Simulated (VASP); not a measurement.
Method: rev-vdW-DF2, VASP's PBE PAW potentials (set 64) (plane waves; VASP).

VASP ran on this input.

### INCAR
```
SYSTEM = BaZrO3
PREC = Accurate; ENCUT = 520; LREAL = .FALSE.
LASPH = .TRUE.
EDIFF = 1E-7; NELM = 100; ALGO = Normal
LMAXMIX = 4
ISMEAR = 0; SIGMA = 0.05
GGA = MK; LUSE_VDW = .TRUE.; AGGAC = 0.0
PARAM1 = 0.1234568; PARAM2 = 0.7114; ZAB_VDW = -1.8867
ISIF = 2
LWAVE = .FALSE.; LCHARG = .FALSE.
```

POSCAR:
```
BaZrO3
1.0
  4.2961602646   0.0000000000   0.0000000000
  0.0000000000   4.2961602646   0.0000000000
  0.0000000000   0.0000000000   4.2961602646
Ba Zr O
1 1 3
Cart
  0.0000000000   0.0000000000   0.0000000000
  2.1480801323   2.1480801323   2.1480801323
  2.1480801323   0.0000000000   2.1480801323
  0.0000000000   2.1480801323   2.1480801323
  2.1480801323   2.1480801323   0.0000000000
```

KPOINTS:
```
Automatic mesh
0
Gamma
5 5 5
0 0 0
```

POTCAR, in this order: Ba_sv Zr_sv O (PBE.64 set). Program: vasp_std.

What VASP printed:

**OUTCAR**
```
 ion  position               nearest neighbor table
   1  0.000  0.000  0.000-   3 3.04   4 3.04   5 3.04   3 3.04   4 3.04   4 3.04   5 3.04   4 3.04
                             3 3.04   5 3.04   3 3.04   5 3.04   2 3.72   2 3.72   2 3.72   2 3.72
   2  0.500  0.500  0.500-   3 2.15   4 2.15   5 2.15   5 2.15   3 2.15   4 2.15   1 3.72   1 3.72
                             1 3.72   1 3.72   1 3.72   1 3.72   1 3.72   1 3.72
   3  0.500  0.000  0.500-   2 2.15   2 2.15   1 3.04   1 3.04   1 3.04   1 3.04
   4  0.000  0.500  0.500-   2 2.15   2 2.15   1 3.04   1 3.04   1 3.04   1 3.04
   5  0.500  0.500  0.000-   2 2.15   2 2.15   1 3.04   1 3.04   1 3.04   1 3.04
  LATTYP: Found a simple cubic cell.
 ALAT       =     4.2961602646
 Subroutine PRICEL returns:
 Original cell was already a primitive cell.
 Subroutine GETGRP returns: Found 48 space group operations
The static configuration has the point symmetry O_h .
The dynamic configuration has the point symmetry O_h .
 Subroutine INISYM returns: Found 48 space group operations
 Subroutine IBZKPT returns following result:
 Found     10 irreducible k-points:

 Following reciprocal coordinates:
            Coordinates               Weight
  0.000000  0.000000  0.000000      1.000000
  0.200000  0.000000  0.000000      6.000000
  0.400000  0.000000  0.000000      6.000000
  0.200000  0.200000  0.000000     12.000000
...
```

File OSZICAR:
```
       N       E                     dE             d eps       ncg     rms          rms(c)
DAV:   1     0.343255611445E+03    0.34326E+03   -0.22321E+04   480   0.163E+03
DAV:   2    -0.210942605204E+02   -0.36435E+03   -0.35902E+03   632   0.386E+02
DAV:   3    -0.413316788949E+02   -0.20237E+02   -0.20222E+02   760   0.921E+01
DAV:   4    -0.418782543789E+02   -0.54658E+00   -0.54637E+00   672   0.119E+01
DAV:   5    -0.418904869274E+02   -0.12233E-01   -0.12232E-01   672   0.130E+00    0.263E+01
DAV:   6    -0.341394043407E+02    0.77511E+01   -0.51059E+01   600   0.435E+01    0.118E+01
DAV:   7    -0.340312352683E+02    0.10817E+00   -0.40817E+00   696   0.114E+01    0.681E+00
DAV:   8    -0.339904970373E+02    0.40738E-01   -0.42846E-01   656   0.522E+00    0.684E-01
DAV:   9    -0.339897822282E+02    0.71481E-03   -0.62732E-02   712   0.148E+00    0.523E-01
DAV:  10    -0.339915740729E+02   -0.17918E-02   -0.19535E-02   656   0.121E+00    0.297E-01
DAV:  11    -0.339909663138E+02    0.60776E-03   -0.35869E-03   656   0.507E-01    0.415E-02
DAV:  12    -0.339910171078E+02   -0.50794E-04   -0.19604E-04   608   0.107E-01    0.278E-02
DAV:  13    -0.339910160392E+02    0.10687E-05   -0.33564E-05   728   0.409E-02    0.553E-03
DAV:  14    -0.339910168390E+02   -0.79987E-06   -0.30458E-06   680   0.140E-02    0.195E-03
DAV:  15    -0.339910167870E+02    0.51990E-07   -0.32565E-07   624   0.359E-03
   1 F= -.33991017E+02 E0= -.33991017E+02  d E =-.134809E-13
```

File OUTCAR:
```
------------------------ aborting loop because EDIFF is reached ----------------------------------------
  FORCE on cell =-STRESS in cart. coord.  units (eV):
  Direction    XX          YY          ZZ          XY          YZ          ZX
  --------------------------------------------------------------------------------------
  Total       -3.9933604     -3.9933604     -3.9933604      0.0000000     -0.0000000      0.0000000
  in kB      -80.6877625    -80.6877625    -80.6877625      0.0000000     -0.0000000      0.0000000
  external PRESSURE =     -80.6877625 kB  Pullay stress =       0.0000000 kB
  volume of cell :       79.29
      direct lattice vectors                 reciprocal lattice vectors
     4.296160265  0.000000000  0.000000000     0.232765991  0.000000000  0.000000000
     0.000000000  4.296160265  0.000000000     0.000000000  0.232765991  0.000000000
     0.000000000  0.000000000  4.296160265     0.000000000  0.000000000  0.232765991
 POSITION                                       TOTAL-FORCE (eV/Angst)
 -----------------------------------------------------------------------------------
      0.00000      0.00000      0.00000         0.000000      0.000000      0.000000
      2.14808      2.14808      2.14808         0.000000      0.000000      0.000000
      2.14808      0.00000      2.14808         0.000000      0.000000      0.000000
      0.00000      2.14808      2.14808         0.000000      0.000000      0.000000
      2.14808      2.14808      0.00000         0.000000      0.000000      0.000000
 -----------------------------------------------------------------------------------
    total drift:                                0.000000     -0.000000     -0.000000
  FREE ENERGIE OF THE ION-ELECTRON SYSTEM (eV)
  ---------------------------------------------------
  free  energy   TOTEN  =       -33.9910167870 eV

  energy  without entropy=      -33.9910167870  energy(sigma->0) =      -33.99101679
```
(Selected blocks of OUTCAR.)

The compound is BaZrO3 in the cubic perovskite structure. This cell is one point of a volume scan, at 1.06 of the reference volume.
